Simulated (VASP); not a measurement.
# TiBr2 (R-3m) in VASP: notebook, part 2 of 2

VASP 6.6.1. Earlier steps stand in the parts before.

**4. Single point, LDA+U, collinear spin, random start**

Input file INCAR:

```
PREC = Accurate
ENCUT = 520
EDIFF = 1E-6
ISMEAR = 0
SIGMA = 0.05
LREAL = F
LASPH = T
NELM = 80
ALGO = Normal
ISIF = 2
LWAVE = F
LCHARG = F
ISPIN = 2
MAGMOM = -0.94 0 0
LORBIT = 11
LMAXMIX = 4
LDAU = T
LDAUTYPE = 2
LDAUL = 2 -1
LDAUU = 6 0
LDAUJ = 0 0
LDAUPRINT = 1
GGA = CA
NBANDS = 24
```

Input file KPOINTS:

```
Automatic mesh
0
Gamma
  5 5 5
```

Input file POSCAR:

```
TiBr2
1.0
    2.0716729200      1.1960809200      6.2634474900
   -2.0716729200      1.1960809200      6.2634474900
    0.0000000000     -2.3921618400      6.2634474900
Ti Br
1 2
Direct
    0.0000000000      0.0000000000      0.0000000000
    0.2520000000      0.2520000000      0.2520000000
    0.7480000000      0.7480000000      0.7480000000
```

Potentials or basis: VASP PAW LDA potentials, release 64 (Ti_sv, Br).

The run is started by

```console
cat potpaw_LDA.64/Ti_sv/POTCAR potpaw_LDA.64/Br/POTCAR > POTCAR
mpirun -np 1 vasp_std > vasp.out
```

OUTCAR:

```text
PREC = Accurate
   ENCUT = 520
   EDIFF = 1E-6
   ISMEAR = 0
   LREAL = F
   LASPH = T
   NELM = 80
   ISIF = 2
   ISPIN = 2
   LORBIT = 11
   GGA = CA

 ion  position               nearest neighbor table
   1  0.000  0.000  0.000-   3 2.84   3 2.84   2 2.84   2 2.84   3 2.84   2 2.84
   2  0.252  0.252  0.252-   1 2.84   1 2.84   1 2.84
   3  0.748  0.748  0.748-   1 2.84   1 2.84   1 2.84

  LATTYP: Found a trigonal (rhomboedric) cell.
 ALAT       =     6.7047157072
 COS(alpha) =     0.8090535275

  Lattice vectors:

 A1 = (   2.0716729200,   1.1960809200,   6.2634474900)
 A2 = (  -2.0716729200,   1.1960809200,   6.2634474900)
 A3 = (   0.0000000000,  -2.3921618400,   6.2634474900)

Analysis of symmetry for initial positions (statically):
=====================================================================
 Subroutine PRICEL returns:
 Original cell was already a primitive cell.

 Routine SETGRP: Setting up the symmetry group for a
 trigonal (rhombohedral) supercell.

 Subroutine GETGRP returns: Found 12 space group operations
 (whereof 12 operations were pure point group operations)
 out of a pool of 12 trial point group operations.

The static configuration has the point symmetry D_3d.

Analysis of symmetry for dynamics (positions and initial velocities):
=====================================================================
 Subroutine PRICEL returns:
 Original cell was already a primitive cell.

 Routine SETGRP: Setting up the symmetry group for a
 trigonal (rhombohedral) supercell.

 Subroutine GETGRP returns: Found 12 space group operations
 (whereof 12 operations were pure point group operations)
 out of a pool of 12 trial point group operations.

The dynamic configuration has the point symmetry D_3d.

Analysis of structural, dynamic, and magnetic symmetry:
=====================================================================
 Subroutine PRICEL returns:
 Original cell was already a primitive cell.

 Routine SETGRP: Setting up the symmetry group for a
 trigonal (rhombohedral) supercell.

 Subroutine GETGRP returns: Found 12 space group operations
 (whereof 12 operations were pure point group operations)
 out of a pool of 12 trial point group operations.

The overall configuration has the point symmetry D_3d.

 Subroutine INISYM returns: Found 12 space group operations
 (whereof 12 operations are pure point group operations),
 and found     1 'primitive' translations

----------------------------------------------------------------------------------------

                                     Primitive cell

  volume of cell :      93.1207

  direct lattice vectors                    reciprocal lattice vectors
     2.071672920  1.196080920  6.263447490     0.241350840  0.139343972  0.053218828
    -2.071672920  1.196080920  6.263447490    -0.241350840  0.139343972  0.053218828
[... 139 lines left out ...]
spin component  1

  0.0205  0.0000  0.0000  0.0174  0.0000
  0.0000  0.0281  0.0000  0.0000  0.0174
  0.0000  0.0000  0.0074 -0.0000  0.0000
  0.0174  0.0000 -0.0000  0.0281 -0.0000
  0.0000  0.0174  0.0000 -0.0000  0.0205

spin component  2

  0.4184  0.0000  0.0000 -0.3986  0.0000
  0.0000  0.4903 -0.0000  0.0000 -0.3986
  0.0000 -0.0000  0.0107 -0.0000  0.0000
 -0.3986  0.0000 -0.0000  0.4903 -0.0000
  0.0000 -0.3986  0.0000 -0.0000  0.4184

 occupancies and eigenvectors

  o =  0.0065  v = -0.7794  0.0000  0.0000  0.6265  0.0000  0.0000  0.0000  0.0000  0.0000  0.0000      0.0000  0.0000  0.0000  0.0000  0.0000  0.0000  0.0000  0.0000  0.0000  0.0000
  o =  0.0065  v =  0.0000 -0.6265 -0.0000  0.0000  0.7794  0.0000  0.0000  0.0000  0.0000  0.0000      0.0000  0.0000  0.0000  0.0000  0.0000  0.0000  0.0000  0.0000  0.0000  0.0000
  o =  0.0074  v =  0.0000  0.0000 -1.0000  0.0000 -0.0000  0.0000  0.0000  0.0000  0.0000  0.0000      0.0000  0.0000  0.0000  0.0000  0.0000  0.0000  0.0000  0.0000  0.0000  0.0000
  o =  0.0107  v =  0.0000  0.0000  0.0000  0.0000  0.0000  0.0000  0.0000 -1.0000  0.0000  0.0000      0.0000  0.0000  0.0000  0.0000  0.0000  0.0000  0.0000  0.0000  0.0000  0.0000
  o =  0.0421  v = -0.6265  0.0000 -0.0000 -0.7794 -0.0000  0.0000  0.0000  0.0000  0.0000  0.0000      0.0000  0.0000  0.0000  0.0000  0.0000  0.0000  0.0000  0.0000  0.0000  0.0000
  o =  0.0421  v =  0.0000 -0.7794 -0.0000  0.0000 -0.6265  0.0000  0.0000  0.0000  0.0000  0.0000      0.0000  0.0000  0.0000  0.0000  0.0000  0.0000  0.0000  0.0000  0.0000  0.0000
  o =  0.0541  v =  0.0000  0.0000  0.0000  0.0000  0.0000 -0.7381  0.0000  0.0000 -0.6746  0.0000      0.0000  0.0000  0.0000  0.0000  0.0000  0.0000  0.0000  0.0000  0.0000  0.0000
  o =  0.0541  v =  0.0000  0.0000  0.0000  0.0000  0.0000  0.0000 -0.6746 -0.0000  0.0000 -0.7381      0.0000  0.0000  0.0000  0.0000  0.0000  0.0000  0.0000  0.0000  0.0000  0.0000
  o =  0.8546  v =  0.0000  0.0000  0.0000  0.0000  0.0000 -0.6746  0.0000 -0.0000  0.7381 -0.0000      0.0000  0.0000  0.0000  0.0000  0.0000  0.0000  0.0000  0.0000  0.0000  0.0000
  o =  0.8546  v =  0.0000  0.0000  0.0000  0.0000  0.0000  0.0000  0.7381 -0.0000  0.0000 -0.6746      0.0000  0.0000  0.0000  0.0000  0.0000  0.0000  0.0000  0.0000  0.0000  0.0000

 number of electron      26.0000001 magnetization      -1.9999767

 Free energy of the ion-electron system (eV)
  ---------------------------------------------------
  ext. energy  EPLUGINS =         0.00000000
  ---------------------------------------------------
  free energy    TOTEN  =       -13.17556642 eV

  energy without entropy =      -13.17556642  energy(sigma->0) =      -13.17556642

 E-fermi :   1.4890     XC(G=0):  -8.6373

 val. band max:        1.2486079625   @ k =   0.4000   0.4000   0.0000
 cond. band min:       3.9242565780   @ k =   0.0000   0.0000   0.0000
 fundamental gap:      2.6756486155
 Fermi energy:         1.4889628325

 spin component 1

 k-point     1 :       0.0000    0.0000    0.0000
  band No.  band energies     occupation
      1     -53.1226      1.00000
      2     -30.1440      1.00000
      3     -29.6366      1.00000
      4     -29.6366      1.00000
      5     -13.2786      1.00000
      6     -12.7705      1.00000
[... 502 lines left out ...]
     23      10.5708      0.00000
     24      11.0855      0.00000
 Fermi energy:         1.4889628325

 spin component 2

 k-point     1 :       0.0000    0.0000    0.0000
  band No.  band energies     occupation
      1     -54.6803      1.00000
      2     -31.5047      1.00000
      3     -31.2514      1.00000
      4     -31.2514      1.00000
      5     -13.2993      1.00000
      6     -12.7762      1.00000
[... 502 lines left out ...]
     23       9.9997      0.00000
     24      10.6972      0.00000

------------------------ aborting loop because EDIFF is reached ----------------------------------------

  FORCE on cell =-STRESS in cart. coord.  units (eV):
  Direction    XX          YY          ZZ          XY          YZ          ZX
  --------------------------------------------------------------------------------------
  -------------------------------------------------------------------------------------
  Total       -2.8870888     -2.8870888     -2.1574036     -0.0000000      0.0000000      0.0000000
  in kB      -49.6734455    -49.6734457    -37.1189385     -0.0000000      0.0000000      0.0000000
  external PRESSURE =     -45.4886099 kB  Pullay stress =       0.0000000 kB

 VOLUME and BASIS-vectors are now :
 -----------------------------------------------------------------------------
  energy-cutoff  :      520.00
  volume of cell :       93.12
      direct lattice vectors                 reciprocal lattice vectors
     2.071672920  1.196080920  6.263447490     0.241350840  0.139343972  0.053218828
    -2.071672920  1.196080920  6.263447490    -0.241350840  0.139343972  0.053218828
     0.000000000 -2.392161840  6.263447490     0.000000000 -0.278687945  0.053218828

 POSITION                                       TOTAL-FORCE (eV/Angst)
 -----------------------------------------------------------------------------------
      0.00000      0.00000      0.00000        -0.000000     -0.000000      0.000000
      0.00000      0.00000      4.73517         0.000000      0.000000      0.579281
      0.00000      0.00000     14.05518         0.000000      0.000000     -0.579281
 -----------------------------------------------------------------------------------
    total drift:                               -0.000000     -0.000000     -0.000000

  FREE ENERGIE OF THE ION-ELECTRON SYSTEM (eV)
  ---------------------------------------------------
  free  energy   TOTEN  =       -13.1755664157 eV

  energy  without entropy=      -13.1755664157  energy(sigma->0) =      -13.17556642

 total charge

# of ion       s       p       d       tot
------------------------------------------
    1        2.104   6.022   1.918  10.045
    2        1.607   3.250   0.011   4.867
    3        1.607   3.250   0.011   4.867
--------------------------------------------------
tot          5.317  12.522   1.940  19.780

 magnetization (x)

# of ion       s       p       d       tot
------------------------------------------
    1       -0.012  -0.008  -1.714  -1.735
    2        0.000   0.015  -0.004   0.012
    3        0.000   0.015  -0.004   0.012
--------------------------------------------------
tot         -0.012   0.022  -1.721  -1.711
```

Wall time 5.2 min (1 thread of Intel Xeon Platinum 8488C (Sapphire Rapids), shared host); peak memory 0.33 GiB.

Results:

```yaml
Free_energy: -13.1756 eV
Pressure: -4.5 GPa
Largest_force: 0.579 eV/Å
Band_gap_on_the_k_mesh: 2.68 eV, indirect (least direct gap 3.28 eV)
Net_moment: -2.00 μB per cell
Site_moments: Ti -1.74; Br +0.01 μB
Valence_electrons_inside_the_program's_atomic_spheres: Ti 10.04; Br 4.87
```

Forces on the atoms (eV/Å):
```
Ti   0.000  0.000  0.000
Br   0.000  0.000  0.579
Br   0.000  0.000 -0.579
```

Stress tensor (GPa, compression positive):
```
-4.97  0.00  0.00
 0.00 -4.97  0.00
 0.00  0.00 -3.71
```

Levels at points of the mesh, in eV from the valence-band top:
Spin up:
| k point | band 10 | band 11 | band 12 | band 13 | band 14 | band 15 |
| --- | --- | --- | --- | --- | --- | --- |
| (0.00, 0.00, 0.00) | -1.41 | -1.41 | -1.03 | 3.00 | 4.76 | 4.77 |
Spin down:
| k point | band 10 | band 11 | band 12 | band 13 | band 14 | band 15 | band 16 | band 17 | band 18 | band 19 |
| --- | --- | --- | --- | --- | --- | --- | --- | --- | --- | --- |
| (0.00, 0.00, 0.00) | -1.44 | -1.44 | -1.04 | -0.60 | -0.60 | 2.68 | 3.98 | 4.51 | 4.62 | 4.62 |

Eigenvalues of the final occupation matrices:
```tsv
site	spin	trace	eigenvalues
site 1 d	1	0.10	0.01 0.01 0.01 0.04 0.04
site 1 d	2	1.83	0.01 0.05 0.05 0.85 0.85
```

Caveat: an odd mesh through Γ misses points on the zone boundary, where band edges often lie. The state reached can hang on the start; a lower one may exist.

**5. Single point, LDA+U, collinear spin, ferromagnetic start**

INCAR, as its differences from that of step 4:

```diff
@@ -13,4 +13,5 @@
 ISPIN = 2
-MAGMOM = -0.94 0 0
+MAGMOM = 1 0 0
 LORBIT = 11
+NUPDOWN = 4
 LMAXMIX = 4
```

KPOINTS is that of step 4.

POSCAR is that of step 4.

The run is started by

```console
cat potpaw_LDA.64/Ti_sv/POTCAR potpaw_LDA.64/Br/POTCAR > POTCAR
mpirun -np 1 vasp_std > vasp.out
```

It took 4.2 min on 1 thread of Intel Xeon Platinum 8488C (Sapphire Rapids), shared host; peak memory 0.32 GiB.

The run converged. Its results:

* Free energy: -8.3233 eV
* Pressure: -2.5 GPa
* Largest force: 0.233 eV/Å
* Net moment: 4.00 μB per cell
* Site moments: Ti +2.29; Br +0.36 μB
* Valence electrons inside the program's atomic spheres: Ti 10.42; Br 4.76

Forces on the atoms (eV/Å):
```
Ti   0.000  0.000  0.000
Br   0.000  0.000  0.233
Br   0.000  0.000 -0.233
```

Stress tensor (GPa, compression positive):
```
-1.80  0.00  0.00
 0.00 -1.80  0.00
 0.00  0.00 -4.00
```

Eigenvalues of the final occupation matrices:
| site | spin | trace | eigenvalues |
| --- | --- | --- | --- |
| site 1 d | 1 | 2.33 | 0.03 0.03 0.76 0.76 0.76 |
| site 1 d | 2 | 0.05 | 0.00 0.00 0.00 0.02 0.02 |

Caveat: the moment is held away from its start; the total moment is fixed, so each spin has its own Fermi level. The state reached can hang on the start; a lower one may exist.

**6. Single point, LDA+U, non-collinear spin, random start**

Input file INCAR:

```
ALGO = Normal
EDIFF = 1E-6
ENCUT = 520
GGA = CA
ISIF = 2
ISMEAR = 0
LASPH = T
LCHARG = F
LDAU = T
LDAUJ = 0 0
LDAUL = 2 -1
LDAUPRINT = 1
LDAUTYPE = 2
LDAUU = 6 0
LMAXMIX = 4
LNONCOLLINEAR = T
LORBIT = 11
LREAL = F
LWAVE = F
MAGMOM = -0.217 -0.098 -0.428 0 0 0 0 0 0
NELM = 60
PREC = Accurate
SIGMA = 0.05
```

Input file KPOINTS:

```
k-points
0
Gamma
  5 5 5
```

POSCAR is that of step 5.

Potentials or basis: VASP PAW LDA potentials, release 64 (Ti_sv, Br).

The run is started by

```console
cat potpaw_LDA.64/Ti_sv/POTCAR potpaw_LDA.64/Br/POTCAR > POTCAR
mpirun -np 1 vasp_ncl > vasp.out
```

Run time: 24 min. Hardware: 1 thread of Intel Xeon Platinum 8488C (Sapphire Rapids), shared host; peak memory 0.75 GiB.

It converged, with:

```yaml
Free_energy: -13.1758 eV
Pressure: -4.5 GPa
Largest_force: 0.579 eV/Å
Band_gap_on_the_k_mesh: 2.67 eV, indirect (least direct gap 3.28 eV)
Net_moment: 2.00 μB per cell
Valence_electrons_inside_the_program's_atomic_spheres: Ti 10.04; Br 4.87
```

Forces on the atoms (eV/Å):
```
Ti   0.000  0.000  0.000
Br   0.000  0.000  0.579
Br   0.000  0.000 -0.579
```

Stress tensor (GPa, compression positive):
```
-4.97  0.00  0.00
 0.00 -4.96  0.00
 0.00  0.00 -3.71
```

Levels at points of the mesh, in eV from the valence-band top:
| k point | band 23 | band 24 | band 25 | band 26 | band 27 | band 28 | band 29 | band 30 |
| --- | --- | --- | --- | --- | --- | --- | --- | --- |
| (0.00, 0.00, 0.00) | -1.04 | -1.03 | -0.61 | -0.60 | 2.67 | 3.00 | 3.98 | 4.51 |

Moments on the atoms (μB; x, y, z):
```
Ti  -0.77 -0.35 -1.52
Br   0.01  0.00  0.01
Br   0.01  0.00  0.01
```

Caveat: an odd mesh through Γ misses points on the zone boundary, where band edges often lie.

**7. Overview**

| spin | fixed moment (μB) | gap on the mesh (eV) | pressure (GPa) | moment (μB) | largest force (eV/Å) |
| --- | --- | --- | --- | --- | --- |
| collinear, ferromagnetic start | - | 2.68 | -4.5 | 2.00 | 0.58 |
| collinear, zero start | - | none | -7.5 | 0.00 | 0.81 |
| collinear, random start | - | 2.68 | -4.5 | 2.00 | 0.58 |
| collinear, ferromagnetic start | 4 | - | -2.5 | 4.00 | 0.23 |
| non-collinear, random start | - | 2.67 | -4.5 | 2.00 | 0.58 |

Alike in all rows: task single point; level LDA+U; potentials or basis VASP PAW LDA potentials, release 64 (Ti_sv, Br); Ti d U = 6 eV; cell as given; k mesh 5 × 5 × 5; cutoff (eV) 520; smearing gaussian 0.05 eV.

On the cell as given the gap runs from zero (LDA+U) to 2.68 eV (LDA+U).

Caveats: an odd mesh through Γ misses points on the zone boundary, where band edges often lie (some runs); the moment is held away from its start (some runs); the total moment is fixed, so each spin has its own Fermi level (some runs).

Absolute energies hang on the potentials; compare differences alone.
